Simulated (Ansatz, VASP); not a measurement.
**Nb2Te5 in VASP and in Ansatz**

```
Nb Te
1.0
     2.45615    1.41806    9.01521
    -2.45615    1.41806    9.01521
     0.00000   -2.83612    9.01521
Nb Te
2 5
Direct
  0.10621 0.10621 0.10621
  0.89379 0.89379 0.89379
  0.21743 0.21743 0.21743
  0.78257 0.78257 0.78257
  0.37649 0.37649 0.37649
  0.62351 0.62351 0.62351
  0.50000 0.50000 0.50000
```

Change from the starting cell: species swapped into the B5W2 type (R-3m, No. 166).

Alike in both runs: functional PBE; k mesh 4 × 4 × 4; occupations gaussian, width 0.2 eV; no spin polarisation.

Ansatz relaxed the structure, and its values are those at the end. VASP's run is a single point on that final structure, the one shown.

|  | VASP | Ansatz |
| --- | --- | --- |
| version | VASP 6.6.1 | Ansatz 0.2.0 |
| potentials or method | VASP PAW PBE potentials, release 64 (Nb_sv, Te) | scalar-relativistic, plane waves, PAW |
| plane-wave cutoff (eV) | 520 | 420 |
| valence electrons in the cell | 56 | 106 |

|  | VASP | Ansatz | Ansatz less VASP |
| --- | --- | --- | --- |
| gap on the k mesh at the Fermi level (eV) | none | none | - |
| pressure (GPa) | -0.4 | -0.3 | +0.11 |
| rms of the force components (eV/Å) | 0.015 | 0.015 | -0.0001 |

A gap of «none» marks a metal or a gap that the smearing closes. The functional is the same, so the differences come from potentials, cutoffs and numerics. The two sets of potentials don't hold the same shells in valence.

Caveats: the k mesh is coarse (spacing up to 0.37 Å⁻¹), so the values aren't converged. Spin-orbit coupling is left out, which matters for the levels of Te.
